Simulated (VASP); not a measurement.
OSZICAR of a VASP run on Au (fcc):

File OSZICAR:
```
       N       E                     dE             d eps       ncg     rms          rms(c)
DAV:   1     0.420093671644E+02    0.42009E+02   -0.56316E+03  2161   0.105E+03
DAV:   2    -0.257225580787E+00   -0.42267E+02   -0.39473E+02  1936   0.183E+02
DAV:   3    -0.619311796430E+00   -0.36209E+00   -0.36124E+00  2170   0.189E+01
DAV:   4    -0.619912541280E+00   -0.60074E-03   -0.60073E-03  2129   0.716E-01
DAV:   5    -0.619914223147E+00   -0.16819E-05   -0.16805E-05  2042   0.384E-02    0.156E+01
DAV:   6     0.157257429317E+02    0.16346E+02   -0.24750E+01  1890   0.535E+01    0.582E+00
DAV:   7     0.153313314897E+02   -0.39441E+00   -0.12412E-01  1917   0.470E+00    0.482E+00
DAV:   8     0.148274024966E+02   -0.50393E+00   -0.13869E+01  1902   0.388E+01    0.954E+00
DAV:   9     0.155196430519E+02    0.69224E+00   -0.11521E+01  1896   0.375E+01    0.532E-01
DAV:  10     0.154326624202E+02   -0.86981E-01   -0.56864E-02  1919   0.337E+00    0.305E-01
DAV:  11     0.154203458232E+02   -0.12317E-01   -0.10418E-02  1911   0.135E+00    0.218E-01
DAV:  12     0.154191817337E+02   -0.11641E-02   -0.11389E-02  1881   0.115E+00    0.166E-01
DAV:  13     0.154186400331E+02   -0.54170E-03   -0.22816E-03  1874   0.545E-01    0.130E-01
DAV:  14     0.154177802008E+02   -0.85983E-03   -0.46792E-04  1879   0.327E-01    0.391E-02
DAV:  15     0.154177702598E+02   -0.99410E-05   -0.47385E-06  1985   0.288E-02    0.125E-02
DAV:  16     0.154177688868E+02   -0.13730E-05   -0.35722E-06  1373   0.222E-02    0.165E-02
DAV:  17     0.154177676074E+02   -0.12794E-05   -0.54209E-07   940   0.970E-03    0.123E-02
DAV:  18     0.154177682875E+02    0.68012E-06   -0.33277E-06  1283   0.205E-02
   1 F= 0.15417768E+02 E0= 0.15417653E+02  d E =0.154178E+02
       N       E                     dE             d eps       ncg     rms          rms(c)
DAV:   1     0.154090579067E+02   -0.87097E-02   -0.28942E-01  1905   0.610E+00    0.686E-01
DAV:   2     0.154177127709E+02    0.86549E-02   -0.27304E-02  1877   0.148E+00    0.309E-01
DAV:   3     0.154181513746E+02    0.43860E-03   -0.20649E-03  1915   0.421E-01    0.175E-01
DAV:   4     0.154187032567E+02    0.55188E-03   -0.16820E-03  1898   0.343E-01    0.602E-02
DAV:   5     0.154181498146E+02   -0.55344E-03   -0.99861E-04  1877   0.298E-01    0.172E-02
DAV:   6     0.154181430606E+02   -0.67540E-05   -0.54136E-05  1893   0.758E-02    0.666E-03
DAV:   7     0.154181348672E+02   -0.81934E-05   -0.40950E-06  1882   0.300E-02    0.327E-03
DAV:   8     0.154181313181E+02   -0.35491E-05   -0.47836E-06  1582   0.241E-02    0.247E-03
DAV:   9     0.154181314736E+02    0.15552E-06   -0.55748E-07   936   0.763E-03
   2 F= 0.15418131E+02 E0= 0.15418027E+02  d E =0.363186E-03
       N       E                     dE             d eps       ncg     rms          rms(c)
DAV:   1     0.154140351036E+02   -0.40962E-02   -0.11226E-01  1905   0.380E+00    0.421E-01
DAV:   2     0.154173886609E+02    0.33536E-02   -0.10616E-02  1878   0.929E-01    0.198E-01
DAV:   3     0.154175536785E+02    0.16502E-03   -0.76392E-04  1913   0.256E-01    0.113E-01
DAV:   4     0.154177661747E+02    0.21250E-03   -0.63924E-04  1899   0.211E-01    0.374E-02
DAV:   5     0.154175634481E+02   -0.20273E-03   -0.29755E-04  1877   0.163E-01    0.563E-03
DAV:   6     0.154175639392E+02    0.49106E-06   -0.44913E-06  1936   0.247E-02
   3 F= 0.15417564E+02 E0= 0.15417453E+02  d E =-.204348E-03
```

Problem. Which electronic solver shows in the log?

Solution. It is blocked Davidson (ALGO = Normal, or the opening steps of other solvers). The INCAR had ALGO = Normal.

Problem. Can the final energy be trusted as converged?

Solution. The calculation finished and met its thresholds. It stopped with EDIFF = 1E-6, NELM = 100, NSW = 60 and EDIFFG = -0.01 after 3 ionic steps (MS2 meta-GGA, plane waves, VASP's PBE PAW potentials (set 64)).

The compound is Au in the fcc structure. This run relaxes it. Symmetry was kept, so distortions that lower it aren't found.
